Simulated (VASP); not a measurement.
Runs of VASP 6.6.1 on LiSi2C3. The structure is trigonal, space group P-3m1 (No. 164). Conventional cell: a = 3.138 Å, b = 3.138 Å, c = 7.692 Å, α = 90.00°, β = 90.00°, γ = 120.00°. Around Li (site symmetry -3m) lie 6 C at 2.50 Å. Si (site symmetry 3m) has 6 C at 2.10 Å as nearest neighbours. Around C (site symmetry 3m) lie 3 Si at 2.10 Å. Around C (site symmetry -3m) lie 6 Si at 2.10 Å. The cell was built by a generator and needn't be a form met in nature.

```csv
task,cell,k mesh,cutoff (eV),mesh quality,gap on the mesh (eV),pressure (GPa),relaxed volume (Å³/atom),largest force (eV/Å)
relaxation of cell and atoms,relaxed,6 × 6 × 2,600,coarse,none,-0.2,(a),0.03
single point,"P-3m1, 9.53 Å³/atom",6 × 6 × 4,520,coarse,none,-,-,0.01
relaxation of cell and atoms,relaxed,15 × 15 × 6,600,not flagged,none,0.0,9.55,0.01
single point,"P-3m1, 9.57 Å³/atom",15 × 15 × 6,520,not flagged,none,-,-,0.01
relaxation of cell and atoms,relaxed,6 × 6 × 4,600,coarse,none,-0.3,-,0.03
```

Alike in all rows: level PBE; potentials or basis VASP PAW PBE potentials, release 64 (Li_sv, Si, C); no spin polarisation; smearing gaussian 0.1 eV.

Task: Fill in the values left out.

Result: (a) 9.50.

Caveats: some runs use coarse meshes; the cutoff is under 1.25 times the usual one of these potentials, so pressure, stress and relaxed cells hold a basis-set (Pulay) error; the relaxation stopped at its first step, so nothing moved (some runs).

A gap of «none» marks a metal or a gap under the smearing width.
